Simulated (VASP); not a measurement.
Calculation: LDA (Ceperley-Alder, Perdew-Zunger), VASP's LDA PAW potentials (set 64) (plane waves; VASP).

VASP input:

### INCAR
```
# general
SYSTEM  = ZnS
PREC    = Accurate
ENCUT   = 400   # plane-wave cut-off (eV)
LREAL   = F   # projection in real space or not
LASPH   = T
NBANDS  = 39

# electronic loop
EDIFF   = 1E-7   # SCF stop (eV)
NELM    = 100   # most electronic steps
ALGO    = Normal   # blocked Davidson
LMAXMIX = 4   # l cut-off of mixed one-centre charges

# smearing
ISMEAR  = 0   # Gaussian
SIGMA   = 0.01   # width (eV)

# output
LWAVE   = F
LCHARG  = F
NEDOS   = 1001   # DOS grid

# other
LOPTICS = T
CSHIFT  = 0.1
```

### POSCAR
```
ZnS
1
    0.0000000000     2.6492611863     2.6492611863
    2.6492611863     0.0000000000     2.6492611863
    2.6492611863     2.6492611863     0.0000000000
Zn S
1 1
Direct
  0.0000000000   0.0000000000   0.0000000000
  0.2500000000   0.2500000000   0.2500000000
```

File KPOINTS:
```
K-points
0
G
 11 11 11
0 0 0
```

POTCAR, in this order: Zn S (LDA.64 set). Program: vasp_std.

The run wrote:

File OSZICAR:
```
       N       E                     dE             d eps       ncg     rms          rms(c)
DAV:   1     0.114624740773E+03    0.11462E+03   -0.54569E+03  5047   0.465E+02
DAV:   2     0.266192127039E+01   -0.11196E+03   -0.94373E+02  4571   0.152E+02
DAV:   3    -0.849654743559E+01   -0.11158E+02   -0.10928E+02  5329   0.413E+01
DAV:   4    -0.864439876291E+01   -0.14785E+00   -0.14775E+00  5086   0.499E+00
DAV:   5    -0.864468726271E+01   -0.28850E-03   -0.28850E-03  5012   0.218E-01    0.790E+00
DAV:   6    -0.825509252454E+01    0.38959E+00   -0.16694E-01  5952   0.130E+01    0.605E+00
DAV:   7    -0.821499898512E+01    0.40094E-01   -0.47093E-02  5298   0.187E+00    0.281E+00
DAV:   8    -0.820753251756E+01    0.74665E-02   -0.29583E-03  5569   0.921E-01    0.463E-01
DAV:   9    -0.820696144069E+01    0.57108E-03   -0.10224E-03  5012   0.137E-01    0.605E-02
DAV:  10    -0.820697411859E+01   -0.12678E-04   -0.13059E-04  5232   0.339E-02    0.616E-02
DAV:  11    -0.820697572705E+01   -0.16085E-05   -0.16071E-06  5078   0.913E-03    0.121E-02
DAV:  12    -0.820697565172E+01    0.75327E-07   -0.23002E-07  5482   0.646E-03
   1 F= -.82069757E+01 E0= -.82069757E+01  d E =-.195917E-26
 imaginary and real dielectric function
```

**OUTCAR**
```
------------------------ aborting loop because EDIFF is reached ----------------------------------------
  FORCE on cell =-STRESS in cart. coord.  units (eV):
  Direction    XX          YY          ZZ          XY          YZ          ZX
  --------------------------------------------------------------------------------------
  Total       -0.0178229     -0.0178229     -0.0178229      0.0000000      0.0000000      0.0000000
  in kB       -0.7678634     -0.7678634     -0.7678634      0.0000000      0.0000000      0.0000000
  external PRESSURE =      -0.7678634 kB  Pullay stress =       0.0000000 kB
  volume of cell :       37.19
      direct lattice vectors                 reciprocal lattice vectors
     0.000000000  2.649261186  2.649261186    -0.188731863  0.188731863  0.188731863
     2.649261186  0.000000000  2.649261186     0.188731863 -0.188731863  0.188731863
     2.649261186  2.649261186  0.000000000     0.188731863  0.188731863 -0.188731863
  FREE ENERGIE OF THE ION-ELECTRON SYSTEM (eV)
  ---------------------------------------------------
  free  energy   TOTEN  =        -8.2069756517 eV

  energy  without entropy=       -8.2069756517  energy(sigma->0) =       -8.20697565

 plasma frequency squared (from intraband transitions) (eV^2)
  --------------------------------------------------------------------------------------
       0.000      -0.000       0.000
       0.000       0.000       0.000
      -0.000      -0.000       0.000

 plasma frequency squared (from interband transitions, int dw w eps(2)(w)) (eV^2)
  --------------------------------------------------------------------------------------
     360.401       0.000      -0.000       0.000      -0.000      -0.000
      -0.000      -0.000     360.401       0.000      -0.000       0.000
      -0.000       0.000      -0.000      -0.000     360.401       0.000
```
(Selected blocks of OUTCAR.)

OUTCAR:
```
 val. band max:        2.5041332850   @ k =   0.0000   0.0000   0.0000

 cond. band min:       4.6585126822   @ k =   0.0000   0.0000   0.0000


 Fermi energy:         2.5750023804

 k-point     1 :       0.0000    0.0000    0.0000
  band No.  band energies     occupation
      1     -11.0371      2.00000
      2      -4.2448      2.00000
      3      -4.2448      2.00000
      4      -4.2448      2.00000
      5      -3.6928      2.00000
      6      -3.6928      2.00000
      7       2.5041      2.00000
      8       2.5041      2.00000
      9       2.5041      2.00000
     10       4.6585      0.00000
     11       8.7130      0.00000
     12       8.7130      0.00000
     13       8.7130      0.00000
     14      14.3295      0.00000
     15      14.3295      0.00000
     16      14.3570      0.00000
     17      17.0293      0.00000
     18      17.0293      0.00000
     19      17.0293      0.00000
     20      20.1353      0.00000
     21      29.3968      0.00000
     22      29.3968      0.00000
     23      29.3968      0.00000
     24      31.5745      0.00000
     25      31.5745      0.00000
     26      31.5745      0.00000
     27      33.1275      0.00000
     28      33.1275      0.00000
     29      35.4009      0.00000
     30      35.4009      0.00000
     31      35.4009      0.00000
     32      43.3899      0.00000
     33      45.1408      0.00000
     34      45.1408      0.00000
     35      47.6186      0.00000
     36      47.6186      0.00000
     37      47.6186      0.00000
     38      48.7438      0.00000
     39      48.7438      0.00000

 k-point     2 :       0.0909    0.0000    0.0000
  band No.  band energies     occupation
      1     -10.9664      2.00000
      2      -4.2481      2.00000
      3      -4.2323      2.00000
      4      -4.2323      2.00000
      5      -3.6943      2.00000
      6      -3.6943      2.00000
      7       1.7730      2.00000
      8       2.4119      2.00000
      9       2.4119      2.00000
...
```

The dielectric response may not be converged in the k-mesh; for small gaps it tends to come out too large.

The compound is ZnS in the zinc blende structure. It was relaxed first, which changed the volume by -6 %.
